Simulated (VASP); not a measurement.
Method: PBE GGA, VASP's PBE PAW potentials (set 64) (plane waves; VASP).

A VASP calculation is set up with these files.

### KPOINTS
```
Automatic mesh
0
Gamma
13 13 13
0 0 0
```

### INCAR
```
SYSTEM = RhAl
PREC = Accurate
ENCUT = 400
EDIFF = 1E-7
NELM = 100
ALGO = Normal
LREAL = .FALSE.
LASPH = .TRUE.
ISMEAR = -5
GGA = PE
LMAXMIX = 4
LWAVE = .FALSE.
LCHARG = .TRUE.
LORBIT = 11
NEDOS = 601
ISIF = 2
```

POSCAR:
```
RhAl
1
   -0.0000000000     2.7404275813     2.7404275813
    2.7404275813     0.0000000000     2.7404275813
    2.7404275813     2.7404275813     0.0000000000
Rh Al
1 1
Direct
  0.0000000000   0.0000000000   0.0000000000
  0.2500000000   0.2500000000   0.2500000000
```

POTCAR, in this order: Rh_pv Al (PBE.64 set). Program: vasp_std.

The resulting files:

### OUTCAR
```
 ion  position               nearest neighbor table
   1  0.000  0.000  0.000-   2 2.37   2 2.37   2 2.37   2 2.37
   2  0.250  0.250  0.250-   1 2.37   1 2.37   1 2.37   1 2.37
  LATTYP: Found a face centered cubic cell.
 ALAT       =     5.4808551626
 Subroutine PRICEL returns:
 Original cell was already a primitive cell.
 Subroutine GETGRP returns: Found 24 space group operations
The static configuration has the point symmetry T_d .
The dynamic configuration has the point symmetry T_d .
 Subroutine INISYM returns: Found 24 space group operations
 Subroutine IBZKPT returns following result:
 Found     84 irreducible k-points:

 Following reciprocal coordinates:
            Coordinates               Weight
  0.000000  0.000000  0.000000      1.000000
  0.076923  0.000000  0.000000      8.000000
  0.153846  0.000000  0.000000      8.000000
  0.230769  0.000000  0.000000      8.000000
  0.307692  0.000000  0.000000      8.000000
  0.384615  0.000000  0.000000      8.000000
  0.461538  0.000000  0.000000      8.000000
  0.076923  0.076923  0.000000      6.000000
  0.153846  0.076923  0.000000     24.000000
...
```

OSZICAR:
```
       N       E                     dE             d eps       ncg     rms          rms(c)
DAV:   1     0.762150560057E+02    0.76215E+02   -0.95653E+03  2749   0.104E+03
DAV:   2    -0.922630425273E+01   -0.85441E+02   -0.81126E+02  2429   0.264E+02
DAV:   3    -0.106792961105E+02   -0.14530E+01   -0.14422E+01  2664   0.375E+01
DAV:   4    -0.106932093588E+02   -0.13913E-01   -0.13913E-01  2548   0.384E+00
DAV:   5    -0.106935068654E+02   -0.29751E-03   -0.29750E-03  2684   0.555E-01    0.423E+00
DAV:   6    -0.106662929816E+02    0.27214E-01   -0.29124E-01  2309   0.599E+00    0.181E+00
DAV:   7    -0.106491486832E+02    0.17144E-01   -0.83316E-02  2254   0.287E+00    0.150E+00
DAV:   8    -0.106446497366E+02    0.44989E-02   -0.16383E-02  2439   0.169E+00    0.998E-02
DAV:   9    -0.106447486859E+02   -0.98949E-04   -0.30904E-04  2502   0.163E-01    0.592E-02
DAV:  10    -0.106447561569E+02   -0.74710E-05   -0.24783E-05  2545   0.412E-02    0.217E-02
DAV:  11    -0.106447577123E+02   -0.15554E-05   -0.12125E-06  2579   0.114E-02    0.657E-03
DAV:  12    -0.106447566966E+02    0.10157E-05   -0.11547E-07  1954   0.278E-03    0.432E-04
DAV:  13    -0.106447566697E+02    0.26867E-07   -0.10976E-08  1222   0.813E-04
   1 F= -.10644757E+02 E0= -.10644757E+02  d E =0.000000E+00
```

OUTCAR:
```
------------------------ aborting loop because EDIFF is reached ----------------------------------------
  FORCE on cell =-STRESS in cart. coord.  units (eV):
  Direction    XX          YY          ZZ          XY          YZ          ZX
  --------------------------------------------------------------------------------------
  Total        0.0036994      0.0036994      0.0036994     -0.0000000      0.0000000      0.0000000
  in kB        0.1439991      0.1439991      0.1439991     -0.0000000      0.0000000      0.0000000
  external PRESSURE =       0.1439991 kB  Pullay stress =       0.0000000 kB
  volume of cell :       41.16
      direct lattice vectors                 reciprocal lattice vectors
     0.000000000  2.740427581  2.740427581    -0.182453280  0.182453280  0.182453280
     2.740427581  0.000000000  2.740427581     0.182453280 -0.182453280  0.182453280
     2.740427581  2.740427581  0.000000000     0.182453280  0.182453280 -0.182453280
 POSITION                                       TOTAL-FORCE (eV/Angst)
 -----------------------------------------------------------------------------------
      0.00000      0.00000      0.00000         0.000000      0.000000      0.000000
      1.37021      1.37021      1.37021        -0.000000     -0.000000     -0.000000
 -----------------------------------------------------------------------------------
    total drift:                                0.000000      0.000000      0.000000
  FREE ENERGIE OF THE ION-ELECTRON SYSTEM (eV)
  ---------------------------------------------------
  free  energy   TOTEN  =       -10.6447566697 eV

  energy  without entropy=      -10.6447566697  energy(sigma->0) =      -10.64475667

 total charge

# of ion       s       p       d       tot
------------------------------------------
    1        0.383   6.117   7.508  14.008
    2        0.481   0.359   0.000   0.841
--------------------------------------------------
tot          0.864   6.476   7.508  14.849
```
(Selected blocks of OUTCAR.)

For a metal the tetrahedron method with Blöchl corrections gives inexact stress and forces.

The structure was generated: RhAl was put into the zinc blende type (F-43m), which need not be its known phase. It was relaxed first, which changed the volume by -27 %.
